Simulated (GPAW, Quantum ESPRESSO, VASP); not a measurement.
## Code comparison for MnTlCl3 (P1, 5 atoms in the cell)

Self-consistent single point, at a second geometry (lattice scaled by 0.98). First geometry:

```
MnTlCl3
1.0
    5.06927     0.00000     0.00000
    0.00000     5.06927     0.00000
    0.00000     0.00000     5.06927
Mn Tl Cl
1 1 3
Direct
  0.50016   0.50794   0.50706
  0.99412   0.99166   0.99940
  0.00832   0.51239   0.50600
  0.52089   0.98506   0.49984
  0.47650   0.50294   0.98770
```
Moments meant for the start (each program seeds them in its own way; μB, in the order of the atoms Mn Tl Cl Cl Cl): 4.0 0.0 0.0 0.0 0.0.

Shared settings, as Quantum ESPRESSO writes them: occupations = smearing; smearing = fd; degauss = 0.00147 Ry; nspin = 2; K_POINTS = automatic 3 3 3 0 0 0. Potentials and cutoffs stand in the table.

| code | model | ΔF from the first geometry (meV/atom) | pressure (GPa) | largest force (eV/Å) | gap on the mesh (eV) | size of the net moment (μB/atom) | cutoff |
|---|---|---|---|---|---|---|---|
| GPAW | LDA (Perdew-Wang 92), GPAW PAW datasets LDA (gpaw-data 1.0.1) | -29.9 | -2.12 | 0.582 | 1.060 | 1.00 | 850 eV |
| Quantum ESPRESSO | LDA (PZ), GBRV 1.5 ultrasoft (LDA) pseudopotentials | -31.7 | -2.37 | 0.571 | 1.123 | 1.00 | 50 Ry |
| VASP | LDA (PZ), VASP's LDA PAW potentials (set 64) | -31.0 | -2.78 | 0.558 | 1.002 | 1.00 | 300 eV |

For VASP (by 0.5 GPa) the energy change implies a higher mean pressure, against the two pressures, than for the other programs: a sign of finite-basis (Pulay) stress.

Size of the force on each atom (eV/Å): Sizes of forces hide their directions.

| code | Mn1 | Tl2 | Cl3 | Cl4 | Cl5 |
|---|---|---|---|---|---|
| GPAW | 0.375 | 0.028 | 0.292 | 0.582 | 0.473 |
| Quantum ESPRESSO | 0.362 | 0.026 | 0.289 | 0.571 | 0.465 |
| VASP | 0.344 | 0.025 | 0.285 | 0.558 | 0.455 |

Gaps are read on the mesh.

On GPAW's run: spin-orbit coupling is off. With one magnetic atom in the cell only a parallel order is possible.

The spread over the programs that give each value: ΔF from the first geometry within 1.8 meV/atom; pressure within 0.66 GPa; largest force within 0.024 eV/Å; gap on the mesh within 0.121 eV; size of the net moment within 0.00 μB/atom.

VASP's run is marked for a possible Pulay error in its stress at this cutoff; no cutoff test was made.

The starting cell comes from a database of computed structures (which also holds hypothetical and non-ambient phases and stackings), without a prior relaxation at this level. Its atoms were displaced at random from the sites of space group no. 221. For this run, on top of that: lattice scaled by 0.98.

Left out of this page: Ansatz, ABINIT and SIESTA (not drawn, or without a comparable value).
